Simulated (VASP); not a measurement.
Method: PBEsol GGA, VASP's PBE PAW potentials (set 64) (plane waves; VASP).

A VASP calculation is set up with these files.

**POSCAR**
```
Be3ZnSe4
10.5573620
 -0.0005048282   0.4983280952   0.5000000219
  0.4983280952  -0.0005048282   0.5000000219
  0.2489116335   0.2489116335   0.0000000000
Zn Se Be
1 4 3
Direct
  0.9984520644   0.9984520644   0.0030958711
  0.1386450890   0.1386450890   0.2227098220
  0.1312402283   0.6064399692   0.2623198025
  0.6064399692   0.1312402283   0.2623198025
  0.6249331614   0.6249331614   0.2501336774
  0.0000426604   0.5003686936   0.9995886461
  0.5003686936   0.0000426604   0.9995886461
  0.4998781339   0.4998781339   0.0002437323
```

**KPOINTS**
```
kpoints
0
G
4 4 8
0 0 0
```

### INCAR
```
SYSTEM = Be3ZnSe4
PREC = Accurate; ENCUT = 400; LREAL = .FALSE.
LASPH = .TRUE.
EDIFF = 1E-7; NELM = 100; ALGO = Normal
LMAXMIX = 4
ISMEAR = -5
GGA = PS
ISIF = 2
LWAVE = .FALSE.; LCHARG = .TRUE.; LORBIT = 11
NEDOS = 601
LEFG = .TRUE.
```

POTCAR, in this order: Zn Se Be (PBE.64 set). Program: vasp_std.

What VASP printed:

### OSZICAR
```
       N       E                     dE             d eps       ncg     rms          rms(c)
DAV:   1     0.227694619493E+03    0.22769E+03   -0.15740E+04  1716   0.125E+03
DAV:   2    -0.120337264265E+02   -0.23973E+03   -0.23367E+03  2016   0.274E+02
DAV:   3    -0.352180060745E+02   -0.23184E+02   -0.23084E+02  2056   0.930E+01
DAV:   4    -0.357138459633E+02   -0.49584E+00   -0.49523E+00  2288   0.141E+01
DAV:   5    -0.357186993993E+02   -0.48534E-02   -0.48506E-02  2192   0.144E+00    0.798E+00
DAV:   6    -0.349843156745E+02    0.73438E+00   -0.17879E+00  2242   0.476E+01    0.572E+00
DAV:   7    -0.348922049114E+02    0.92111E-01   -0.12935E+00  2040   0.635E+00    0.209E+00
DAV:   8    -0.348852219427E+02    0.69830E-02   -0.41910E-02  2246   0.242E+00    0.649E-01
DAV:   9    -0.348854593856E+02   -0.23744E-03   -0.14525E-02  2256   0.188E+00    0.128E-01
DAV:  10    -0.348854418714E+02    0.17514E-04   -0.19061E-03  2366   0.666E-01    0.792E-02
DAV:  11    -0.348855326498E+02   -0.90778E-04   -0.40637E-04  2152   0.134E-01    0.224E-02
DAV:  12    -0.348855505021E+02   -0.17852E-04   -0.73331E-05  2180   0.848E-02    0.154E-02
DAV:  13    -0.348855533145E+02   -0.28124E-05   -0.19707E-05  2400   0.773E-02    0.771E-03
DAV:  14    -0.348855525340E+02    0.78043E-06   -0.10994E-05  2404   0.503E-02    0.378E-03
DAV:  15    -0.348855525698E+02   -0.35740E-07   -0.19682E-06  2320   0.148E-02    0.304E-03
DAV:  16    -0.348855524825E+02    0.87327E-07   -0.66318E-07  2056   0.915E-03
   1 F= -.34885552E+02 E0= -.34885552E+02  d E =0.000000E+00
```

File OUTCAR:
```
------------------------ aborting loop because EDIFF is reached ----------------------------------------
  FORCE on cell =-STRESS in cart. coord.  units (eV):
  Direction    XX          YY          ZZ          XY          YZ          ZX
  --------------------------------------------------------------------------------------
  Total       -0.0099482     -0.0099482      0.0198458     -0.0185331      0.0000000      0.0000000
  in kB       -0.1090907     -0.1090907      0.2176271     -0.2032315      0.0000000      0.0000000
  external PRESSURE =      -0.0001848 kB  Pullay stress =       0.0000000 kB
  volume of cell :      146.11
      direct lattice vectors                 reciprocal lattice vectors
    -0.005329655  5.261030095  5.278681232    -0.094942242  0.094942242  0.094720628
     5.261030095 -0.005329655  5.278681232     0.094942242 -0.094942242  0.094720628
     2.627850221  2.627850221  0.000000000     0.190269596  0.190269596 -0.189441256
 POSITION                                       TOTAL-FORCE (eV/Angst)
 -----------------------------------------------------------------------------------
      5.25570      5.25570     10.54102        -0.000000     -0.000000      0.006104
      1.31393      1.31393      1.46373         0.000000     -0.000000     -0.002285
      3.87914      1.37656      3.89398        -0.003990      0.003990     -0.001697
      1.37656      3.87914      3.89398         0.003990     -0.003990     -0.001697
      3.94178      3.94178      6.59765         0.000000     -0.000000      0.002393
      5.25922      2.62433      2.64151        -0.002782      0.002782     -0.001822
      2.62433      5.25922      2.64151         0.002782     -0.002782     -0.001822
      2.62785      2.62785      5.27739         0.000000     -0.000000      0.000827
 -----------------------------------------------------------------------------------
    total drift:                                0.000181      0.000181     -0.000313
  FREE ENERGIE OF THE ION-ELECTRON SYSTEM (eV)
  ---------------------------------------------------
  free  energy   TOTEN  =       -34.8855524825 eV

  energy  without entropy=      -34.8855524825  energy(sigma->0) =      -34.88555248

 total charge

# of ion       s       p       d       tot
------------------------------------------
    1        0.565   0.539   9.790  10.894
    2        1.430   2.506   0.038   3.975
    3        1.428   2.491   0.033   3.952
    4        1.428   2.491   0.033   3.952
    5        1.426   2.473   0.026   3.925
    6        0.371   0.585   0.000   0.956
    7        0.371   0.585   0.000   0.956
    8        0.365   0.565   0.000   0.930
--------------------------------------------------
tot          7.385  12.237   9.920  29.541
```
(Selected blocks of OUTCAR.)

The structure was generated: Be3ZnSe4 was put into an ordered model structure (Amm2), which need not be its known phase. It was relaxed first.
